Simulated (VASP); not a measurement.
An input for Ansatz (written as the equivalent of a VASP run, and not itself run):

Ansatz 0.2 input:
```yaml
crystal:
  lattice:
    - [1.8477691, -3.2004302, 0.0000000]
    - [1.8477691, 3.2004302, 0.0000000]
    - [0.0000000, 0.0000000, 5.9422252]
  atoms:
    - { symbol: Zr, position: [0.0000000, 0.0000000, 0.0000000] }
    - { symbol: Se, position: [0.3333330, 0.6666670, 0.2668881] }
    - { symbol: Se, position: [0.6666670, 0.3333330, 0.7331119] }
kpoints:
  mp_grid: { grid: [10, 10, 5] }
hamiltonian:
  xc: lda
  pseudopotentials: { kind: paw }
scf:
  occupations: { method: methfessel_paxton, width: 0.1 }
  max_iter: 100
relax:
  max_steps: 40
  f_tol: 0.02
  cell: {}
output: { forces: true, stress: true, eigenvalues: true }
```

Task: Write the VASP files for the same calculation (LDA).

Result: Several could match; the one computed here: 
**INCAR**
```
! general
SYSTEM  = ZrSe2
PREC    = Accurate
ENCUT   = 500
LREAL   = .FALSE.
LASPH   = .TRUE.

! electronic loop
EDIFF   = 1E-6
NELM    = 100
ALGO    = Normal
LMAXMIX = 4

! smearing
ISMEAR  = 1
SIGMA   = 0.1

! ions
IBRION  = 2
NSW     = 40
ISIF    = 3
EDIFFG  = -0.02

! output
LWAVE   = .FALSE.
LCHARG  = .FALSE.
```

**KPOINTS**
```
Automatic mesh
0
Gamma
10 10 5
0 0 0
```

File POSCAR:
```
ZrSe2
1
    1.8477691216    -3.2004302135     0.0000000000
    1.8477691216     3.2004302135     0.0000000000
    0.0000000000     0.0000000000     5.9422252398
Zr Se
1 2
Direct
  0.0000000000   0.0000000000   0.0000000000
  0.3333330000   0.6666670000   0.2668880832
  0.6666670000   0.3333330000   0.7331119168
```

POTCAR, in this order: Zr_sv Se (LDA.64 set). Program: vasp_std.

The two are equivalent in intent, not identical: each code has its own PAW files, so the cut-off isn't converted (ENCUT is set for VASP's; basis.ecutwfc is left out, and Ansatz then takes the one that its files recommend); Ansatz stops its SCF on the density residual and VASP on the energy change (EDIFF); Ansatz's lda is the Perdew-Wang form, while the LDA potentials of VASP carry Perdew-Zunger's.

The compound is ZrSe2 in the 1T layered structure. It was relaxed first, which changed the volume by -7 %.
